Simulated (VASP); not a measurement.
An input for Ansatz (written as the equivalent of a VASP run, and not itself run):

Ansatz 0.2 input:
```yaml
crystal:
  lattice:
    - [-1.6300023, 1.6300023, 1.6300023]
    - [1.6300023, -1.6300023, 1.6300023]
    - [1.6300023, 1.6300023, -1.6300023]
  atoms:
    - { symbol: Ta, position: [0.0000000, 0.0000000, 0.0000000] }
kpoints:
  mp_grid: { grid: [18, 18, 18] }
hamiltonian:
  xc: lda
  pseudopotentials: { kind: paw }
scf:
  occupations: { method: tetrahedron }
  max_iter: 100
output: { forces: true, stress: true, eigenvalues: true }
```

Question: Translate this input to VASP (INCAR, KPOINTS, POSCAR, choice of POTCAR).

Answer: Several could match; the one computed here: 
File KPOINTS:
```
Automatic mesh
0
Gamma
18 18 18
0 0 0
```

### INCAR
```
! general
SYSTEM  = Ta
PREC    = Accurate
ENCUT   = 520
LREAL   = .FALSE.
LASPH   = .TRUE.

! electronic loop
EDIFF   = 1E-7
NELM    = 100
ALGO    = Normal
LMAXMIX = 6

! smearing
ISMEAR  = -5

! ions
ISIF    = 2

! output
LWAVE   = .FALSE.
LCHARG  = .TRUE.
LORBIT  = 11
NEDOS   = 601
```

### POSCAR
```
Ta
1
   -1.6300023446     1.6300023446     1.6300023446
    1.6300023446    -1.6300023446     1.6300023446
    1.6300023446     1.6300023446    -1.6300023446
Ta
1
Direct
  0.0000000000   0.0000000000   0.0000000000
```

POTCAR, in this order: Ta_pv (LDA.64 set). Program: vasp_std.

Limits of the translation: each code has its own PAW files, so the cut-off isn't converted (ENCUT is set for VASP's; basis.ecutwfc is left out, and Ansatz then takes the one that its files recommend); Ansatz stops its SCF on the density residual and VASP on the energy change (EDIFF); Ansatz's lda is the Perdew-Wang form, while the LDA potentials of VASP carry Perdew-Zunger's.

The compound is Ta in the bcc structure. It was relaxed first.
